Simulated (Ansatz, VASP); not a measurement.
# LiNb3P: VASP beside Ansatz

```
Li Nb P
1.0
     3.38807    0.00000    0.00000
     0.00000    3.38807    0.00000
     0.00000    0.00000    7.49309
Li Nb P
1 3 1
Direct
  0.00000 0.00000 0.00000
  0.50000 0.50000 0.00000
  0.50000 0.50000 0.32038
  0.50000 0.50000 0.67962
  0.00000 0.00000 0.50000
```

Alike in both runs: functional PBE; k mesh 4 × 4 × 4; occupations gaussian, width 0.1 eV; no spin polarisation.

Ansatz relaxed the structure, and its values are those at the end. VASP's run is a single point on that final structure, the one shown.

|  | VASP | Ansatz |
| --- | --- | --- |
| version | VASP 6.6.1 | Ansatz 0.2.0 |
| potentials or method | VASP PAW PBE potentials, release 64 (Li_sv, Nb_sv, P) | scalar-relativistic, plane waves, PAW |
| plane-wave cutoff (eV) | 520 | 420 |
| valence electrons in the cell | 47 | 47 |

|  | VASP | Ansatz | Ansatz less VASP |
| --- | --- | --- | --- |
| gap on the k mesh at the Fermi level (eV) | none | none | - |
| rms of the force components (eV/Å) | 0.004 | 0.004 | +0.0002 |

A gap of «none» marks a metal or a gap that the smearing closes. With one functional, cell and mesh, what is left measures potentials, basis and numerics.

Caveats: the k mesh is coarse (spacing up to 0.46 Å⁻¹), so the values aren't converged.
